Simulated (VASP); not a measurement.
Energy against volume of CuI (zinc blende). Level of theory: PBEsol GGA, VASP's PBE PAW potentials (set 64) (plane waves; VASP).

```json
[
 {"V (Å³/atom)": "24.700", "E (eV/atom)": "-3.14415"},
 {"V (Å³/atom)": "25.489", "E (eV/atom)": "-3.15659"},
 {"V (Å³/atom)": "26.277", "E (eV/atom)": "-3.16034"},
 {"V (Å³/atom)": "27.065", "E (eV/atom)": "-3.15685"},
 {"V (Å³/atom)": "27.853", "E (eV/atom)": "-3.14733"}
]
```

Problem. Fit a third-order Birch-Murnaghan equation of state.

Solution. 
```yaml
volume_per_atom: 26.27 Å^3/atom
bulk_modulus: 49.0 GPa
pressure_derivative_of_the_bulk_modulus: 5.13
lattice_constant_a: 5.945 Å
```

The compound is CuI in the zinc blende structure. It was relaxed first, which changed the volume by -5 %.
